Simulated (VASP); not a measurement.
Sn, 2 atoms in the cell. It takes space group Fd-3m (No. 227, cubic). Conventional cell: a = 6.537 Å, b = 6.537 Å, c = 6.537 Å, α = 90.00°, β = 90.00°, γ = 90.00°. Sn (site symmetry -43m) has 4 Sn at 2.83 Å as nearest neighbours. This isn't the form of Sn at room conditions, which is tetragonal (white tin).

| Item | Value |
| --- | --- |
| Program | VASP 6.6.1 |
| Task | relaxation of cell and atoms |
| Functional | PBEsol |
| Potentials or basis | VASP PAW PBE potentials, release 64 (Sn_d) |
| Cutoff | 600 eV |
| k mesh | 10 × 10 × 10 |
| Occupations | gaussian, width 0.03 eV |
| Spin | no spin polarisation |
| Further INCAR settings | ALGO = Normal; EDIFF = 1e-07; IBRION = 2; EDIFFG = -0.005; NSW = 90; ISIF = 3 |

Potentials or basis: VASP PAW PBE potentials, release 64 (Sn_d).

Run with:

```bash
$ cat potpaw_PBE.64/Sn_d/POTCAR > POTCAR
$ mpirun -np 1 vasp_std > vasp.out
```

Hardware: 1 thread of Intel(R) Xeon(R) 6975P-C (Granite Rapids) (shared host).

**Question.** How long does it take, and how much memory?

**Answer.** Run time: 25 s on 1 thread of Intel(R) Xeon(R) 6975P-C (Granite Rapids), on a shared host, peak memory 0.26 GiB. Counts: scf iterations 12, k points 47, ion steps 1.
